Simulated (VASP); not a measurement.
Here is the system:

```
TiN
1.0
    0.00000     2.10398     2.10398
    2.10398     0.00000     2.10398
    2.10398     2.10398     0.00000
Ti N
1 1
Direct
  0.00000   0.00000   0.00000
  0.50000   0.50000   0.50000
```

Computed with PBE GGA with D3 dispersion (Becke-Johnson damping), VASP's PBE PAW potentials (set 64) (plane waves; VASP 6.6.1). Settings: 520 eV cut-off, Gaussian smearing of 0.050 eV, potentials Ti_sv N.

### Question
Estimate the band gap (along the path) with the smallest direct gap where there is one.

### Answer

The band gap (along the path) comes out as none (metal, semimetal or under 0.01 eV).

Total energies compare only between runs with the same potentials, cut-off and functional.

The compound is TiN in the rock salt structure. It was relaxed first. The electron count is odd and the run is not spin-polarised, which forces a metal.
